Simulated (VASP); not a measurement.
Here is a VASP 6.6.1 calculation.

Contents of INCAR:

```
SYSTEM = Sn2C
PREC = Accurate
ENCUT = 520
EDIFF = 1E-6
ISMEAR = 0
SIGMA = 0.1
LREAL = .FALSE.
LASPH = .TRUE.
NELM = 150
ALGO = Normal
ISIF = 2
LWAVE = .FALSE.
LCHARG = .FALSE.
METAGGA = R2SCAN
LMIXTAU = .TRUE.
KPAR = 4
```

File KPOINTS:

```
regular mesh
0
G
  8 8 4
  0 0 0
```

Contents of POSCAR:

```
Sn2C
1.0
    3.5165700000      0.0000000000      0.0000000000
    0.0000000000      3.5165700000      0.0000000000
    0.0000000000      0.0000000000     10.1205500000
Sn C
4 2
Direct
    0.5000000000      0.0000000000      0.8671210000
    0.0000000000      0.5000000000      0.1328790000
    0.5000000000      0.0000000000      0.3671210000
    0.0000000000      0.5000000000      0.6328790000
    0.0000000000      0.0000000000      0.0000000000
    0.5000000000      0.5000000000      0.5000000000
```

Potentials or basis: VASP PAW PBE potentials, release 64 (Sn_d, C).

Run with:

```bash
$ cat potpaw_PBE.64/Sn_d/POTCAR potpaw_PBE.64/C/POTCAR > POTCAR
$ mpirun -np 4 vasp_std > vasp.out
```

Problem. Estimate the band gap on the k mesh.

Solution. None (metal or under the smearing width).

Problem. Predict the largest force.

Solution. 0.107 eV/Å.

Forces on the atoms (eV/Å):
```
Sn   0.000  0.000  0.107
Sn   0.000  0.000 -0.107
Sn   0.000  0.000  0.107
Sn   0.000  0.000 -0.107
C    0.000  0.000  0.000
C    0.000  0.000  0.000
```

Caveat: the PAW data sets were made with another functional, which shifts forces and pressure a little.
